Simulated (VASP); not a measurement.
Wanted: the native input for a VASP 6.6.1 run.

| Item | Value |
| --- | --- |
| Task | relaxation of cell and atoms |
| Functional | PBEsol |
| Potentials or basis | VASP PAW PBE potentials, release 64 (Ag) |
| Cutoff | 600 eV |
| k mesh | 18 × 18 × 18 |
| Occupations | methfessel-paxton, width 0.1 eV |
| Spin | no spin polarisation |
| Further INCAR settings | ALGO = Normal; EDIFF = 1e-06; IBRION = 2; EDIFFG = -0.005; NSW = 60; ISIF = 3 |

The structure of Ag lies in POSCAR:

```
Ag
1.0
    0.0000000000      2.0300000000      2.0300000000
    2.0300000000      0.0000000000      2.0300000000
    2.0300000000      2.0300000000      0.0000000000
Ag
1
Direct
    0.0000000000      0.0000000000      0.0000000000
```

The cell was built by a generator and needn't be a form met in nature.

These files were run (other wordings do the same):

INCAR

```
SYSTEM = Ag
  ALGO = Normal
  EDIFF = 1E-6
  EDIFFG = -0.005
  ENCUT = 600
  GGA = PS
  IBRION = 2
  ISIF = 3
  ISMEAR = 1
  LASPH = .TRUE.
  LCHARG = .FALSE.
  LREAL = .FALSE.
  LWAVE = .FALSE.
  NELM = 120
  NSW = 60
  PREC = Accurate
  SIGMA = 0.1
```

KPOINTS

```
k-points
0
G
  18 18 18
  0 0 0
```

Potentials or basis: VASP PAW PBE potentials, release 64 (Ag).

Command:

```sh
$ cat potpaw_PBE.64/Ag/POTCAR > POTCAR
$ mpirun -np 1 vasp_std > vasp.out
```

It gave:

```
Relaxed volume                         : 16.63 Å³/atom
Relaxed cell                           : a = 2.865 Å, b = 2.865 Å, c = 2.865 Å, α = 60.00°, β = 60.00°, γ = 60.00°
Space group after relaxing (to 0.05 Å) : Fm-3m (No. 225)
Energy gained by relaxing              : 0.2 meV/atom
Ionic steps                            : 3
Pressure after relaxing                : 0.0 GPa
Band gap on the k mesh                 : none (metal or under the smearing width)
```

Caveat: the PAW data sets were made with another functional, which shifts forces and pressure a little.

Run time: 16 s on 1 thread of Intel(R) Xeon(R) 6975P-C (Granite Rapids) (shared host), peak memory 0.18 GiB.
